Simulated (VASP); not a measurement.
# Al (Fm-3m) in VASP: further runs, part 2 of 2

VASP 6.6.1.

## Step 4: Relaxation of the atoms, PBE

INCAR

```
ALGO = Fast
EDIFF = 1E-7
EDIFFG = -0.01
ENCUT = 600
GGA = PE
IBRION = 2
ISIF = 2
ISMEAR = 1
LASPH = True
LCHARG = False
LREAL = False
LWAVE = False
NELM = 80
NSW = 40
PREC = Accurate
SIGMA = 0.1
```

KPOINTS

```
k-points
0
Gamma
  16 16 16
```

POSCAR

```
Al                                      
1.0
    0.0000000000      2.0196414341      2.0196414341
    2.0196414341      0.0000000000      2.0196414341
    2.0196414341      2.0196414341      0.0000000000
  Al            
     1
Direct
     0.0000000000000000    0.0000000000000000    0.0000000000000000
```

On the command line:

```console
cat potpaw_PBE.64/Al/POTCAR > POTCAR
mpirun -np 1 vasp_std > vasp.out
```

Run time: 4.2 s. Hardware: 1 thread of Intel Xeon 6975P-C (Granite Rapids), shared host; peak memory 0.13 GiB.

Results (log left out):

```yaml
Free_energy: -3.7516 eV
Pressure_after_relaxing: 0.0 GPa
Band_gap_on_the_k_mesh: none (metal or under the smearing width)
```

Final structure:
```yaml
crystal:
  lattice:
    - [0.00000, 2.01964, 2.01964]
    - [2.01964, 0.00000, 2.01964]
    - [2.01964, 2.01964, 0.00000]
  atoms:
    - { symbol: Al, position: [0.00000, 0.00000, 0.00000] }
```

Levels at points of the mesh, in eV from the Fermi level:
```csv
k point,band 1,band 2,band 3,band 4,band 5
"(0.00, 0.00, 0.00)",-11.19,12.59,12.59,12.59,14.09
"(0.50, 0.00, 0.00)",-4.64,-4.42,11.38,11.39,11.43
"(0.50, 0.50, 0.00)",-2.97,-1.64,5.22,5.56,5.56
```

Caveat: the relaxation stopped at its first step, so nothing moved.

## Step 5: Relaxation of the atoms, PBE (a relaxed cell with its volume scaled by 1.02)

INCAR is that of step 4.

KPOINTS is that of step 4.

POSCAR

```
Al                                      
1.0
    0.0000000000      2.0330169327      2.0330169327
    2.0330169327      0.0000000000      2.0330169327
    2.0330169327      2.0330169327      0.0000000000
  Al            
     1
Direct
     0.0000000000000000    0.0000000000000000    0.0000000000000000
```

On the command line:

```console
cat potpaw_PBE.64/Al/POTCAR > POTCAR
mpirun -np 1 vasp_std > vasp.out
```

Run time: 4.3 s. Hardware: 1 thread of Intel Xeon 6975P-C (Granite Rapids), shared host; peak memory 0.14 GiB.

The run converged. Its results:

```
Free energy             : -3.7501 eV
Pressure after relaxing : -1.5 GPa
Band gap on the k mesh  : none (metal or under the smearing width)
```

Final structure:
```
Al
1.0
     0.00000    2.03302    2.03302
     2.03302    0.00000    2.03302
     2.03302    2.03302    0.00000
Al
1
Direct
  0.00000 0.00000 0.00000
```

Levels at points of the mesh, in eV from the Fermi level:
```csv
k point,band 1,band 2,band 3,band 4,band 5
"(0.00, 0.00, 0.00)",-11.06,12.47,12.47,12.47,13.82
"(0.50, 0.00, 0.00)",-4.57,-4.40,11.17,11.17,11.33
"(0.50, 0.50, 0.00)",-2.93,-1.65,5.20,5.46,5.46
```

Caveat: the relaxation stopped at its first step, so nothing moved.

## Step 6: Relaxation of the atoms, PBE (a relaxed cell with its volume scaled by 1.04)

INCAR is that of step 5.

KPOINTS is that of step 5.

POSCAR

```
Al                                      
1.0
    0.0000000000      2.0462187113      2.0462187113
    2.0462187113      0.0000000000      2.0462187113
    2.0462187113      2.0462187113      0.0000000000
  Al            
     1
Direct
     0.0000000000000000    0.0000000000000000    0.0000000000000000
```

Potentials or basis: VASP PAW PBE potentials, release 64 (Al).

On the command line:

```console
cat potpaw_PBE.64/Al/POTCAR > POTCAR
mpirun -np 1 vasp_std > vasp.out
```

OUTCAR:

```text
EDIFF = 1E-7
   EDIFFG = -0.01
   ENCUT = 600
   GGA = PE
   IBRION = 2
   ISIF = 2
   ISMEAR = 1
   LASPH = True
   LREAL = False
   NELM = 80
   NSW = 40
   PREC = Accurate

 ion  position               nearest neighbor table
   1  0.000  0.000  0.000-

  LATTYP: Found a face centered cubic cell.
 ALAT       =     4.0924374226

  Lattice vectors:

 A1 = (   0.0000000000,   2.0462187113,   2.0462187113)
 A2 = (   2.0462187113,   0.0000000000,   2.0462187113)
 A3 = (   2.0462187113,   2.0462187113,   0.0000000000)

Analysis of symmetry for initial positions (statically):
=====================================================================
 Subroutine PRICEL returns:
 Original cell was already a primitive cell.

 Routine SETGRP: Setting up the symmetry group for a
 face centered cubic supercell.

 Subroutine GETGRP returns: Found 48 space group operations
 (whereof 48 operations were pure point group operations)
 out of a pool of 48 trial point group operations.

The static configuration has the point symmetry O_h .

Analysis of symmetry for dynamics (positions and initial velocities):
=====================================================================
 Subroutine PRICEL returns:
[... 162 lines left out ...]
 fundamental gap:      0.0876361601
 Fermi energy:         7.6662644005

 k-point     1 :       0.0000    0.0000    0.0000
  band No.  band energies     occupation
      1      -3.2645      2.00000
      2      20.0233      0.00000
      3      20.0233      0.00000
      4      20.0235      0.00000
      5      21.2340      0.00000
[... 177 lines left out ...]
 k-point    24 :      -0.0625    0.0625    0.0000
  band No.  band energies     occupation
      1      -2.9885      2.00000
      2      17.1791      0.00000
      3      17.8470      0.00000
      4      20.2916      0.00000
      5      21.3939      0.00000

 [... further k-points ...]

------------------------ aborting loop because EDIFF is reached ----------------------------------------

  FORCE on cell =-STRESS in cart. coord.  units (eV):
  Direction    XX          YY          ZZ          XY          YZ          ZX
  --------------------------------------------------------------------------------------
  -------------------------------------------------------------------------------------
  Total       -0.3048051     -0.3048051     -0.3048051      0.0000000     -0.0000000      0.0000000
  in kB      -28.5001205    -28.5001205    -28.5001205      0.0000000     -0.0000000      0.0000000
  external PRESSURE =     -28.5001205 kB  Pullay stress =       0.0000000 kB

 VOLUME and BASIS-vectors are now :
 -----------------------------------------------------------------------------
  energy-cutoff  :      600.00
  volume of cell :       17.14
      direct lattice vectors                 reciprocal lattice vectors
     0.000000000  2.046218711  2.046218711    -0.244353156  0.244353156  0.244353156
     2.046218711  0.000000000  2.046218711     0.244353156 -0.244353156  0.244353156
     2.046218711  2.046218711  0.000000000     0.244353156  0.244353156 -0.244353156

 POSITION                                       TOTAL-FORCE (eV/Angst)
 -----------------------------------------------------------------------------------
      0.00000      0.00000      0.00000         0.000000      0.000000      0.000000
 -----------------------------------------------------------------------------------
    total drift:                                0.000000      0.000000     -0.000000

  FREE ENERGIE OF THE ION-ELECTRON SYSTEM (eV)
  ---------------------------------------------------
  free  energy   TOTEN  =        -3.7455582596 eV

  energy  without entropy=       -3.7459006329  energy(sigma->0) =       -3.74567238

 reached required accuracy - stopping structural energy minimisation
```

OSZICAR:

```text
N       E                     dE             d eps       ncg     rms          rms(c)
DAV:   1    -0.149678098990E+01   -0.14968E+01   -0.91442E+02  1500   0.373E+02
DAV:   2    -0.374736843144E+01   -0.22506E+01   -0.20339E+01  1850   0.316E+01
DAV:   3    -0.376752656438E+01   -0.20158E-01   -0.20163E-01  1930   0.356E+00
DAV:   4    -0.376760054251E+01   -0.73978E-04   -0.73979E-04  2015   0.213E-01
DAV:   5    -0.376760094787E+01   -0.40536E-06   -0.40472E-06  1945   0.129E-02    0.124E+00
RMM:   6    -0.375485381064E+01    0.12747E-01   -0.14318E-03  1450   0.324E-01    0.730E-01
RMM:   7    -0.374554758734E+01    0.93062E-02   -0.45274E-03  1450   0.552E-01    0.120E-01
RMM:   8    -0.374555730711E+01   -0.97198E-05   -0.13248E-04  1450   0.119E-01    0.217E-02
RMM:   9    -0.374555905449E+01   -0.17474E-05   -0.23620E-05  1450   0.454E-02    0.116E-02
RMM:  10    -0.374555912971E+01   -0.75217E-07   -0.59284E-06  1450   0.251E-02    0.888E-03
RMM:  11    -0.374555830157E+01    0.82814E-06   -0.13256E-06  1444   0.984E-03    0.301E-03
RMM:  12    -0.374555825962E+01    0.41945E-07   -0.45094E-07  1434   0.644E-03
   1 F= -.37455583E+01 E0= -.37456724E+01  d E =-.374556E+01
```

Wall time 4.3 s (1 thread of Intel Xeon 6975P-C (Granite Rapids), shared host); peak memory 0.14 GiB.

Results:

```yaml
Free_energy: -3.7456 eV
Pressure_after_relaxing: -2.9 GPa
Band_gap_on_the_k_mesh: none (metal or under the smearing width)
```

Final structure:
```
CELL_PARAMETERS angstrom
0.00000 2.04622 2.04622
2.04622 0.00000 2.04622
2.04622 2.04622 0.00000
ATOMIC_POSITIONS crystal
Al 0.00000 0.00000 0.00000
```

Caveat: the relaxation stopped at its first step, so nothing moved.

## Step 7: Relaxation of the atoms, PBE (a relaxed cell with its volume scaled by 1.06)

INCAR is that of step 6.

KPOINTS is that of step 6.

POSCAR

```
Al                                      
1.0
    0.0000000000      2.0592523029      2.0592523029
    2.0592523029      0.0000000000      2.0592523029
    2.0592523029      2.0592523029      0.0000000000
  Al            
     1
Direct
     0.0000000000000000    0.0000000000000000    0.0000000000000000
```

On the command line:

```console
cat potpaw_PBE.64/Al/POTCAR > POTCAR
mpirun -np 1 vasp_std > vasp.out
```

Run time: 4.2 s. Hardware: 1 thread of Intel Xeon 6975P-C (Granite Rapids), shared host; peak memory 0.14 GiB.

It converged, with:

```
Free energy             : -3.7385 eV
Pressure after relaxing : -4.0 GPa
Band gap on the k mesh  : none (metal or under the smearing width)
```

Final structure:
```yaml
crystal:
  lattice:
    - [0.00000, 2.05925, 2.05925]
    - [2.05925, 0.00000, 2.05925]
    - [2.05925, 2.05925, 0.00000]
  atoms:
    - { symbol: Al, position: [0.00000, 0.00000, 0.00000] }
```

Levels at points of the mesh, in eV from the Fermi level:
```
           k point  band 1  band 2  band 3  band 4  band 5
(0.00, 0.00, 0.00)  -10.80   12.25   12.25   12.25   13.33
(0.50, 0.00, 0.00)   -4.42   -4.36   10.76   10.76   11.15
(0.50, 0.50, 0.00)   -2.84   -1.65    5.19    5.28    5.28
```

Caveat: the relaxation stopped at its first step, so nothing moved.

## Step 8: The runs side by side

| cell | gap on the mesh (eV) | pressure (GPa) |
| --- | --- | --- |
| atoms relaxed from: a relaxed cell with its volume scaled by 0.96 | none | 3.6 |
| atoms relaxed from: a relaxed cell with its volume scaled by 0.98 | none | 1.7 |
| atoms relaxed | none | 0.0 |
| atoms relaxed from: a relaxed cell with its volume scaled by 1.02 | none | -1.5 |
| atoms relaxed from: a relaxed cell with its volume scaled by 1.04 | none | -2.9 |
| atoms relaxed from: a relaxed cell with its volume scaled by 1.06 | none | -4.0 |

Alike in all rows: task relaxation of the atoms; level PBE; potentials or basis VASP PAW PBE potentials, release 64 (Al); no spin polarisation; k mesh 16 × 16 × 16; cutoff (eV) 600; smearing methfessel-paxton 0.1 eV.

Caveats: the relaxation stopped at its first step, so nothing moved.

Absolute energies hang on the potentials; compare differences alone.
